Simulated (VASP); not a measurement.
Input:

```xyz
2
Lattice="4.0551 0.0000 0.0000 -2.0276 3.5118 0.0000 0.0000 0.0000 3.9954" Properties=species:S:1:pos:R:3 pbc="T T T"
Tb     2.0276     1.1706     1.9977
Te     0.0000     2.3412     0.0000
```

Method: PBEsol GGA, VASP's PBE PAW potentials (set 64) (plane waves; VASP 6.6.1). Run with 400 eV cut-off, 9×9×8 Γ-centred mesh, first-order Methfessel-Paxton smearing of 0.10 eV, potentials Tb_3 Te.

The 4f electrons are frozen in the core of the lanthanide potential, so 4f levels, which can set the real gap, and their magnetism are missing. Unless said otherwise, spin-orbit coupling is left out, though it shifts the bands of the heavy elements here.

Problem. What does the run give for the energy per atom (σ→0), band gap (on the k-mesh) with the smallest direct gap where there is one?

Solution. 
The band gap (on the k-mesh) comes out as none (metal, semimetal or under 0.01 eV) and the energy per atom (σ→0) is -5.599 eV/atom.

Only differences to runs with the same potentials and settings are physical.

The structure comes from a computed database's TbTe entry (P-6m2); how it stands against other phases isn't given here. It was relaxed first. The start is the result of an earlier pass. The electron count is odd and the run is not spin-polarised, which forces a metal.
